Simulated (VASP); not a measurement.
Calculation: PBEsol GGA, VASP's PBE PAW potentials (set 64) (plane waves; VASP 6.6.1).

A VASP calculation is set up with these files.

INCAR:
```
SYSTEM = Ta2O5
PREC = Accurate
ENCUT = 520
EDIFF = 1E-7
NELM = 100
ALGO = Normal
LREAL = .FALSE.
LASPH = .TRUE.
ISMEAR = 0
SIGMA = 0.05
GGA = PS
LMAXMIX = 6
LWAVE = .FALSE.
LCHARG = .FALSE.
LORBIT = 11
ICHARG = 11
```

File KPOINTS:
```
k-points along high-symmetry lines
9
Line-mode
Reciprocal
  0.000000   0.000000   0.000000 ! GAMMA
  0.000000   0.500000   0.000000 ! Z

  0.000000   0.500000   0.000000 ! Z
  0.000000   0.500000   0.500000 ! D

  0.000000   0.500000   0.500000 ! D
  0.000000   0.000000   0.500000 ! B

  0.000000   0.000000   0.500000 ! B
  0.000000   0.000000   0.000000 ! GAMMA

  0.000000   0.000000   0.000000 ! GAMMA
 -0.500000   0.000000   0.500000 ! A

 -0.500000   0.000000   0.500000 ! A
 -0.500000   0.500000   0.500000 ! E

 -0.500000   0.500000   0.500000 ! E
  0.000000   0.500000   0.000000 ! Z

  0.000000   0.500000   0.000000 ! Z
 -0.500000   0.500000   0.000000 ! C_2

 -0.500000   0.500000   0.000000 ! C_2
 -0.500000   0.000000   0.000000 ! Y_2

 -0.500000   0.000000   0.000000 ! Y_2
  0.000000   0.000000   0.000000 ! GAMMA
```

POSCAR:
```
Ta2O5
1
    3.8452445105     0.0000000000    -0.0036576110
    0.0000000000     3.8642627723     0.0000000000
   -1.8269490219     0.0000000000     6.5101170423
Ta O
2 5
Direct
  0.6479846876   0.0000000000   0.7923279575
  0.3520153124   0.0000000000   0.2076720425
  0.6640389985   0.5000000000   0.7992980714
  0.3359610015   0.5000000000   0.2007019286
  0.1890907006   1.0000000000   0.8704518275
  0.8109092994   0.0000000000   0.1295481725
  0.5000000000   0.0000000000   0.5000000000
```

POTCAR, in this order: Ta_pv O (PBE.64 set). Program: vasp_std. Read from the step before: CHGCAR.

Output of the run:

**OSZICAR**
```
       N       E                     dE             d eps       ncg     rms          rms(c)
DAV:   1     0.459237667685E+03    0.45924E+03   -0.29820E+04  5580   0.167E+03
DAV:   2    -0.382234468573E+02   -0.49746E+03   -0.48598E+03  6794   0.443E+02
DAV:   3    -0.694411495729E+02   -0.31218E+02   -0.30900E+02  6784   0.107E+02
DAV:   4    -0.700929703978E+02   -0.65182E+00   -0.65050E+00  6963   0.165E+01
DAV:   5    -0.701107497394E+02   -0.17779E-01   -0.17774E-01  7251   0.229E+00
DAV:   6    -0.701111961897E+02   -0.44645E-03   -0.44640E-03  7259   0.350E-01
DAV:   7    -0.701112066365E+02   -0.10447E-04   -0.10446E-04  7301   0.498E-02
DAV:   8    -0.701112070119E+02   -0.37542E-06   -0.37539E-06  6820   0.818E-03
DAV:   9    -0.701112070266E+02   -0.14668E-07   -0.14661E-07  4919   0.153E-03
   1 F= -.70111207E+02 E0= -.70111207E+02  d E =-.136533E-11
```

OUTCAR:
```
 val. band max:        0.9161200289   @ k =  -0.5000   0.5000   0.5000

 cond. band min:       3.0562509973   @ k =   0.0000   0.0000   0.5000



 k-point     1 :       0.0000    0.0000    0.0000
  band No.  band energies     occupation
      1     -33.7097      2.00000
      2     -33.5284      2.00000
      3     -33.4656      2.00000
      4     -33.4546      2.00000
      5     -33.3212      2.00000
      6     -33.2997      2.00000
      7     -17.5485      2.00000
      8     -16.7351      2.00000
      9     -16.0480      2.00000
     10     -15.9705      2.00000
     11     -15.9646      2.00000
     12      -4.1886      2.00000
     13      -4.1872      2.00000
     14      -4.1180      2.00000
     15      -2.4205      2.00000
     16      -2.2759      2.00000
     17      -1.6816      2.00000
     18      -1.5349      2.00000
     19      -1.2223      2.00000
     20      -0.8804      2.00000
     21      -0.6083      2.00000
     22      -0.1709      2.00000
     23      -0.0519      2.00000
     24       0.0963      2.00000
     25       0.2704      2.00000
     26       0.3029      2.00000
     27       3.0981      0.00000
     28       3.5087      0.00000
     29       3.6616      0.00000
     30       5.1253      0.00000
     31       5.2451      0.00000

 k-point     2 :       0.0000    0.0625    0.0000
  band No.  band energies     occupation
      1     -33.7095      2.00000
      2     -33.5282      2.00000
      3     -33.4654      2.00000
      4     -33.4544      2.00000
      5     -33.3261      2.00000
      6     -33.3044      2.00000
      7     -17.5413      2.00000
      8     -16.7316      2.00000
      9     -16.0178      2.00000
     10     -15.9521      2.00000
     11     -15.9247      2.00000
     12      -4.1864      2.00000
     13      -4.1860      2.00000
     14      -4.1147      2.00000
     15      -2.5280      2.00000
     16      -2.2746      2.00000
     17      -1.7547      2.00000
     18      -1.5339      2.00000
...
```

The density is held fixed in this step, so its total energy and stress have no physical meaning. Unless said otherwise, spin-orbit coupling is left out, though it shifts the bands of the heavy elements here.

The structure comes from a computed database's Ta2O5 entry (P2/m); how it stands against other phases isn't given here. It was relaxed first.
